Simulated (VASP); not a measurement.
Input:

```xyz
2
Lattice="0.0000 2.0068 2.0068 2.0068 0.0000 2.0068 2.0068 2.0068 0.0000" Properties=species:S:1:pos:R:3 pbc="T T T"
Li     0.0000     0.0000     0.0000
H      2.0068     2.0068     2.0068
```

These are RPBE GGA, VASP's PBE PAW potentials (set 64) (plane waves; VASP) values and carry that method's errors. Run with 520 eV cut-off, 11×11×11 Γ-centred mesh, Gaussian smearing of 0.050 eV, potentials Li_sv H.

Problem. What does the run give for the energy per atom (σ→0), pressure?

Solution. 
```
Quantity                       Result
---------------------  --------------
energy per atom (σ→0)  -3.009 eV/atom
pressure                     1.07 GPa
```

The compound is LiH in the rock salt structure. This cell is one point of a volume scan, at 0.97 of the reference volume.
